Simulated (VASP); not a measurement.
All values below come from PBE GGA with D3 dispersion (zero damping), VASP's PBE PAW potentials (set 64) (plane waves; VASP 6.6.1).

VASP ran on this input.

**KPOINTS**
```
Automatic
0
gamma
 6 6 6
0 0 0
```

**POSCAR**
```
BaTiO3
1.0
  4.0292201285   0.0000000000   0.0000000000
  0.0000000000   4.0292201285   0.0000000000
  0.0000000000   0.0000000000   4.1830322206
Ba Ti O
1 1 3
Cart
  0.0000000000   0.0000000000   0.0250197590
  2.0146100643   2.0146100643   2.1956201831
  2.0146100643   2.0146100643   4.0437236281
  0.0000000000   2.0146100643   2.0213139107
  2.0146100643   0.0000000000   2.0213139107
```

**INCAR**
```
SYSTEM = BaTiO3
PREC = Accurate; ENCUT = 520; LREAL = .FALSE.
LASPH = .TRUE.
EDIFF = 1E-7; NELM = 100; ALGO = Normal
LMAXMIX = 4
ISMEAR = 0; SIGMA = 0.05
GGA = PE; IVDW = 11
IBRION = 2; NSW = 30; ISIF = 4
EDIFFG = -0.01
LWAVE = .FALSE.; LCHARG = .FALSE.
```

POTCAR, in this order: Ba_sv Ti_sv O (PBE.64 set). Program: vasp_std.

Unless said otherwise, spin-orbit coupling is left out, though it shifts the bands of the heavy elements here.

Problem. What does the run give for the energy per atom (σ→0), dispersion energy, band gap (on the k-mesh)?

Solution. 
```json
{
  "energy per atom (σ→0)": "-8.173 eV/atom",
  "dispersion_energy": "-0.823 eV",
  "band gap (on the k-mesh)": "1.76 eV"
}
```

**OSZICAR**
```
...
  11 F= -.40867292E+02 E0= -.40867292E+02  d E =-.764362E-04
       N       E                     dE             d eps       ncg     rms          rms(c)
DAV:   1    -0.400444033116E+02    0.12810E-04   -0.11812E-02  2176   0.109E+00    0.198E-02
DAV:   2    -0.400444371697E+02   -0.33858E-04   -0.40184E-04  1944   0.148E-01    0.104E-02
DAV:   3    -0.400444381341E+02   -0.96443E-06   -0.17580E-05  2768   0.267E-02    0.527E-03
DAV:   4    -0.400444380508E+02    0.83291E-07   -0.12067E-06  2608   0.995E-03    0.279E-03
DAV:   5    -0.400444380010E+02    0.49808E-07   -0.36436E-07  2032   0.544E-03
  12 F= -.40867310E+02 E0= -.40867310E+02  d E =-.946891E-04
```

The compound is BaTiO3 in the tetragonal perovskite structure. This cell is one point of a volume scan, at 1.03 of the reference volume. Symmetry was kept, so distortions that lower it aren't found.
